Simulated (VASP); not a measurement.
Level of theory: PBEsol GGA, VASP's PBE PAW potentials (set 64) (plane waves; VASP).

Input for VASP

**KPOINTS**
```
Automatic mesh
0
gamma
 10 10 10
```

INCAR:
```
LCHARG  =  .False.
SIGMA  =  0.1   # width (eV)
SYSTEM  =  ReS2
NSW  =  60   # most ionic steps
EDIFF  =  1E-6   # SCF stop (eV)
ENCUT  =  400   # plane-wave cut-off (eV)
ALGO  =  Normal   # blocked Davidson
LWAVE  =  .False.
EDIFFG  =  -0.02
ISMEAR  =  1
LREAL  =  .False.   # projection in real space or not
LASPH  =  .True.
LMAXMIX  =  6   # l cut-off of mixed one-centre charges
GGA  =  PS   # PBEsol
IBRION  =  2
NELM  =  100
PREC  =  Accurate
ISIF  =  3   # ions, shape and volume
```

**POSCAR**
```
ReS2
1.0
  1.5285747843   0.8825227230   6.3428582362
 -1.5285747843   0.8825227230   6.3428582362
  0.0000000000  -1.7650464332   6.3428582401
Re S
1 2
Cart
  0.0000000000  -0.0000000003   0.0052851809
 -0.0000000000  -0.0000007424  14.3094838358
 -0.0000000000  -0.0000005736  11.0560296494
```

POTCAR, in this order: Re S (PBE.64 set). Program: vasp_std.

Q: What will the output report for the number of irreducible k-points (NKPTS), number of bands (NBANDS), largest plane-wave count, number of space-group operations, FFT grid (NGX, NGY, NGZ)?

A: 
```
Item                                           Value
--------------------------------------  ------------
number of irreducible k-points (NKPTS)           116
number of bands (NBANDS)                          13
largest plane-wave count                         953
number of space-group operations                   6
FFT grid (NGX, NGY, NGZ)                48 × 48 × 48
```

The structure was generated: ReS2 was put into the 3R-MoS2 type (R3m), which need not be its known phase. This run relaxes it. Symmetry was kept, so distortions that lower it aren't found. The start is the result of an earlier pass. The electron count is odd and the run is not spin-polarised, which forces a metal.
